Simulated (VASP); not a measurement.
Computed with PBEsol GGA, VASP's PBE PAW potentials (set 64) (plane waves; VASP 6.6.1).

Input for VASP

**POSCAR**
```
Hg3ZnSe4
1
   -0.0082970207     6.0118642248     6.0290124035
    6.0118642248    -0.0082970207     6.0290124035
    3.0017836021     3.0017836021     0.0000000000
Zn Se Hg
1 4 3
Direct
  0.0010352895   0.0010352895   0.9979294211
  0.1123738065   0.1123738065   0.2752523870
  0.1183897764   0.6456117659   0.2359984576
  0.6456117659   0.1183897764   0.2359984576
  0.6252644680   0.6252644680   0.2494710641
  0.0042785960   0.4956447634   0.0000766405
  0.4956447634   0.0042785960   0.0000766405
  0.4974015342   0.4974015342   0.0051969316
```

KPOINTS:
```
k-points along high-symmetry lines
8
Line-mode
Reciprocal
  0.000000   0.000000   0.000000 ! GAMMA
 -0.500000  -0.500000   0.000000 ! Y

 -0.500000  -0.500000   0.000000 ! Y
 -0.625000  -0.375000   0.000000 ! C_0

 -0.375000   0.375000   0.000000 ! SIGMA_0
  0.000000   0.000000   0.000000 ! GAMMA

  0.000000   0.000000   0.000000 ! GAMMA
  0.500000   0.500000   0.500000 ! Z

  0.500000   0.500000   0.500000 ! Z
  0.125000   0.875000   0.500000 ! A_0

 -0.125000   0.125000   0.500000 ! E_0
  0.000000   0.000000   0.500000 ! T

  0.000000   0.000000   0.500000 ! T
 -0.500000  -0.500000   0.000000 ! Y

  0.000000   0.000000   0.000000 ! GAMMA
 -0.500000   0.000000   0.000000 ! S

 -0.500000   0.000000   0.000000 ! S
  0.000000   0.500000   0.500000 ! R

  0.000000   0.500000   0.500000 ! R
  0.500000   0.500000   0.500000 ! Z

  0.500000   0.500000   0.500000 ! Z
  0.000000   0.000000   0.500000 ! T
```

INCAR:
```
# general
SYSTEM   =  Hg3ZnSe4
PREC     =  Accurate
ENCUT    =  400
LREAL    =  F
LASPH    =  T
ICHARG   =  11

# electronic loop
EDIFF    =  1E-7
NELM     =  100
ALGO     =  Normal
LMAXMIX  =  6

# smearing
ISMEAR   =  0
SIGMA    =  0.05

# functional
GGA      =  PS

# output
LWAVE    =  F
LCHARG   =  F
LORBIT   =  11
```

POTCAR, in this order: Zn Se Hg (PBE.64 set). Program: vasp_std. Read from the step before: CHGCAR.

The resulting files:

OUTCAR:
```
 ion  position               nearest neighbor table
   1  0.001  0.001  0.998-   3 2.47   4 2.47   2 2.51   2 2.51
   2  0.112  0.112  0.275-   1 2.51   1 2.51   6 2.67   7 2.67
   3  0.118  0.646  0.236-   1 2.47   8 2.64   6 2.66   6 2.66
   4  0.646  0.118  0.236-   1 2.47   8 2.64   7 2.66   7 2.66
   5  0.625  0.625  0.249-   8 2.62   8 2.62   7 2.64   6 2.64
   6  0.004  0.496  0.000-   5 2.64   3 2.66   3 2.66   2 2.67
   7  0.496  0.004  0.000-   5 2.64   4 2.66   4 2.66   2 2.67
   8  0.497  0.497  0.005-   5 2.62   5 2.62   3 2.64   4 2.64
  LATTYP: Found a base centered orthorhombic cell.
 ALAT       =     8.5137936811
 B/A-ratio  =     1.4162928136
 C/A-ratio  =     0.4986217943
 Subroutine PRICEL returns:
 Original cell was already a primitive cell.
 Subroutine GETGRP returns: Found  4 space group operations
The static configuration has the point symmetry C_2v.
The dynamic configuration has the point symmetry C_2v.
 Subroutine INISYM returns: Found  4 space group operations
   k-points           NKPTS =     88   k-points in BZ     NKDIM =     88   number of bands    NBANDS=     43
   number of dos      NEDOS =    301   number of ions     NIONS =      8
   total plane-waves  NPLWV =  87808
   dimension x,y,z NGX =    56 NGY =   56 NGZ =   28
   dimension x,y,z NGXF=   112 NGYF=  112 NGZF=   56
   ions per type =               1   4   3
   PREC   = accura    normal or accurate (medium, high low for compatibility)
   ISTART =      0    job   : 0-new  1-cont  2-samecut
   ICHARG =     11    charge: 1-file 2-atom 10-const
   ISPIN  =      1    spin polarized calculation?
   LNONCOLLINEAR =      F non collinear calculations
   LSORBIT =      F    spin-orbit coupling
   INIWAV =      1    electr: 0-lowe 1-rand  2-diag
   ENCUT  =  400.0 eV  29.40 Ry    5.42 a.u.  13.88 13.88  6.92*2*pi/ulx,y,z
   NELM   =    100;   NELMIN=  2; NELMDL= -5     # of ELM steps
   EDIFF  = 0.1E-06   stopping-criterion for ELM
   LREAL  =      F    real-space projection
   NLSPLINE    = F    spline interpolate recip. space projectors
   LMAXMIX     =    6 max onsite mixed and CHGCAR
   VOSKOWN=      0    Vosko Wilk Nusair interpolation
   EDIFFG = 0.1E-05   stopping-criterion for IOM
...
```

### OSZICAR
```
       N       E                     dE             d eps       ncg     rms          rms(c)
DAV:   1     0.500837514627E+03    0.50084E+03   -0.28932E+04  7568   0.131E+03
DAV:   2     0.220410822927E+02   -0.47880E+03   -0.46604E+03  8161   0.344E+02
DAV:   3    -0.192062039788E+02   -0.41247E+02   -0.40637E+02  8822   0.104E+02
DAV:   4    -0.201337831321E+02   -0.92758E+00   -0.91930E+00  8450   0.155E+01
DAV:   5    -0.201442983056E+02   -0.10515E-01   -0.10507E-01  8746   0.149E+00
DAV:   6    -0.201444624738E+02   -0.16417E-03   -0.16414E-03  8603   0.182E-01
DAV:   7    -0.201444666286E+02   -0.41548E-05   -0.41547E-05  8793   0.235E-02
DAV:   8    -0.201444667779E+02   -0.14930E-06   -0.14919E-06  7171   0.368E-03
DAV:   9    -0.201444667834E+02   -0.54706E-08   -0.54065E-08  5956   0.769E-04
   1 F= -.20144467E+02 E0= -.20143083E+02  d E =-.276664E-02
```

**OUTCAR**
```
 val. band max:        1.4730700926   @ k =  -0.0714   0.0000   0.0000

 cond. band min:       1.4766889114   @ k =  -0.0536   0.0536   0.0000



 k-point     1 :       0.0000    0.0000    0.0000
  band No.  band energies     occupation
      1     -11.8941      2.00000
      2     -11.3606      2.00000
      3     -11.3365      2.00000
      4     -11.1679      2.00000
      5      -5.5117      2.00000
      6      -5.5062      2.00000
      7      -5.4984      2.00000
      8      -5.3979      2.00000
      9      -5.3858      2.00000
     10      -5.3631      2.00000
     11      -5.3564      2.00000
     12      -5.3485      2.00000
     13      -5.1058      2.00000
     14      -5.0993      2.00000
     15      -5.0717      2.00000
     16      -5.0432      2.00000
     17      -4.8237      2.00000
     18      -4.7930      2.00000
     19      -4.7787      2.00000
     20      -4.7746      2.00000
     21      -4.6989      2.00000
     22      -4.6976      2.00000
     23      -4.6615      2.00000
     24      -4.5056      2.00000
     25      -4.0009      2.00000
     26      -3.8853      2.00000
     27      -3.5318      2.00000
     28      -0.9126      2.00000
     29      -0.8155      2.00000
     30       0.3336      2.00000
     31       0.3783      2.00000
     32       0.4399      2.00000
     33       0.6809      2.00000
     34       0.8344      2.00000
     35       1.3765      1.99530
     36       1.3893      1.98632
     37       1.4856      0.79581
     38       2.6150      0.00000
     39       2.9453      0.00000
     40       4.2998      0.00000
     41       4.3688      0.00000
     42       6.8857      0.00000
     43       6.8929      0.00000

 k-point     2 :      -0.0714   -0.0714    0.0000
  band No.  band energies     occupation
      1     -11.8860      2.00000
      2     -11.3610      2.00000
      3     -11.3370      2.00000
      4     -11.1773      2.00000
      5      -5.5076      2.00000
      6      -5.5069      2.00000
...
```

The density is held fixed in this step, so its total energy and stress have no physical meaning. Unless said otherwise, spin-orbit coupling is left out, though it shifts the bands of the heavy elements here.

The structure was generated: Hg3ZnSe4 was put into an ordered model structure (Amm2), which need not be its known phase. It was relaxed first.
